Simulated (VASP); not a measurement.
## BN (relaxed from the CsCl type structure, space group Pm-3m): computed properties

These are PBEsol GGA, VASP's PBE PAW potentials (set 64) (plane waves; VASP) values and carry that method's errors.

For BN, the space group comes out as Pm-3m (221). The cell comes out as a = 2.300 Å, b = 2.300 Å, c = 2.300 Å, α = 90.00°, β = 90.00°, γ = 90.00°, the volume per atom comes out as 6.08 Å^3/atom and the band gap (over mesh and band path) is none (metal, semimetal or under 0.01 eV). The density comes out as 3.39 g/cm³.

```cif
data_BN
_chemical_formula_sum 'B1 N1'
_space_group_name_H-M_alt 'P 1'
_space_group_IT_number 1
_cell_length_a 2.30010
_cell_length_b 2.30010
_cell_length_c 2.30010
_cell_angle_alpha 90.000
_cell_angle_beta 90.000
_cell_angle_gamma 90.000
loop_
_space_group_symop_operation_xyz
  'x, y, z'
loop_
_atom_site_label
_atom_site_type_symbol
_atom_site_fract_x
_atom_site_fract_y
_atom_site_fract_z
_atom_site_occupancy
B1 B 0.00000 0.00000 0.00000 1
N1 N 0.50000 0.50000 0.50000 1
```

The structure was generated: BN was put into the CsCl type type (Pm-3m), which need not be its known phase. It was relaxed first, which changed the volume by +49 %. Symmetry was kept, so distortions that lower it aren't found.
